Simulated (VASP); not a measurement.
Data:

```
CELL_PARAMETERS angstrom
      4.89188     0.00000     0.00000
      0.00000     4.89188     0.00000
      0.00000     0.00000     3.22353
ATOMIC_POSITIONS crystal
  Zn 0.00000 0.00000 0.00000
  Zn 0.50000 0.50000 0.50000
  F  0.30506 0.30506 0.00000
  F  0.80506 0.19494 0.50000
  F  0.19494 0.80506 0.50000
  F  0.69494 0.69494 0.00000
```

Method: RPBE GGA, VASP's PBE PAW potentials (set 64) (plane waves; VASP). Settings: 520 eV cut-off, 5×5×8 Γ-centred mesh, tetrahedra with Blöchl corrections, potentials Zn F.

Tabulate the total density of states (states/eV per cell) against energy (eV; zero at the valence-band maximum or, without a gap, the Fermi level).

```
E (eV) | DOS (states/eV)
    -9.96 |  0.00
    -9.48 |  0.00
    -9.12 |  0.00
    -8.64 |  0.00
    -8.28 |  0.00
    -7.80 |  0.00
    -7.32 |  0.00
    -6.96 |  0.00
    -6.48 |  0.00
    -6.00 |  0.00
    -5.64 |  0.00
    -5.16 |  0.06
    -4.80 | #### 2.83
    -4.32 | ########### 7.55
    -3.84 | ##### 3.14
    -3.48 | ############# 8.84
    -3.00 | ############################## 20.5
    -2.64 | ################## 12.4
    -2.16 | ########## 7.06
    -1.68 | ####### 4.89
    -1.32 | ###### 4.40
    -0.84 | ################# 11.9
    -0.36 | ########## 6.88
     0.00 | #### 3.00
     0.48 |  0.00
     0.84 |  0.00
     1.32 |  0.00
     1.80 |  0.00
     2.16 |  0.00
     2.64 |  0.00
     3.00 |  0.00
     3.48 |  0.00
     3.96 |  0.06
     4.32 |  0.17
     4.80 |  0.25
     5.28 | # 0.41
     5.64 | # 0.65
     6.12 | # 0.64
     6.48 | # 0.61
     6.96 | ## 1.57
```
Within 2 eV below the valence-band maximum the largest weight inside VASP's projection spheres is F p, then Zn d.

The compound is ZnF2 in the rutile structure. It was relaxed first, which changed the volume by +12 %.
